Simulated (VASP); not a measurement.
An input for Ansatz (written as the equivalent of a VASP run, and not itself run):

Ansatz 0.2 input:
```yaml
crystal:
  lattice:
    - [-2.3319759, 2.3319759, 2.3319759]
    - [2.3319759, -2.3319759, 2.3319759]
    - [2.3319759, 2.3319759, -2.3319759]
  atoms:
    - { symbol: Cs, position: [0.0000000, 0.0000000, 0.0000000] }
kpoints:
  mp_grid: { grid: [11, 11, 11] }
hamiltonian:
  xc: pbe
  pseudopotentials: { kind: paw }
scf:
  occupations: { method: methfessel_paxton, width: 0.1 }
  max_iter: 100
relax:
  max_steps: 40
  f_tol: 0.02
  cell: { p_target: 5 }
output: { forces: true, stress: true, eigenvalues: true }
```

Q: Translate this input to VASP (INCAR, KPOINTS, POSCAR, choice of POTCAR).

A: Several could match; the one computed here: 
KPOINTS:
```
Automatic mesh
0
Gamma
11 11 11
0 0 0
```

File POSCAR:
```
Cs
1
   -2.3319759183     2.3319759183     2.3319759183
    2.3319759183    -2.3319759183     2.3319759183
    2.3319759183     2.3319759183    -2.3319759183
Cs
1
Direct
  0.0000000000   0.0000000000   0.0000000000
```

**INCAR**
```
NSW = 40   # most ionic steps
IBRION = 2
SYSTEM = Cs
ISMEAR = 1
ISIF = 3
EDIFF = 1E-6
EDIFFG = -0.02
ENCUT = 500   # plane-wave cut-off (eV)
SIGMA = 0.1   # width (eV)
LCHARG = .FALSE.
GGA = PE   # PBE
LWAVE = .FALSE.
LMAXMIX = 4   # l cut-off of mixed one-centre charges
LASPH = .TRUE.   # aspherical one-centre terms
PREC = Accurate
LREAL = .FALSE.
ALGO = Normal
PSTRESS = 50
NELM = 100
```

POTCAR, in this order: Cs_sv (PBE.64 set). Program: vasp_std.

Limits of the translation: each code has its own PAW files, so the cut-off isn't converted (ENCUT is set for VASP's; basis.ecutwfc is left out, and Ansatz then takes the one that its files recommend); Ansatz stops its SCF on the density residual and VASP on the energy change (EDIFF).

The compound is Cs in the bcc structure. This run relaxes it under an external pressure of 5 GPa. Symmetry was kept, so distortions that lower it aren't found.
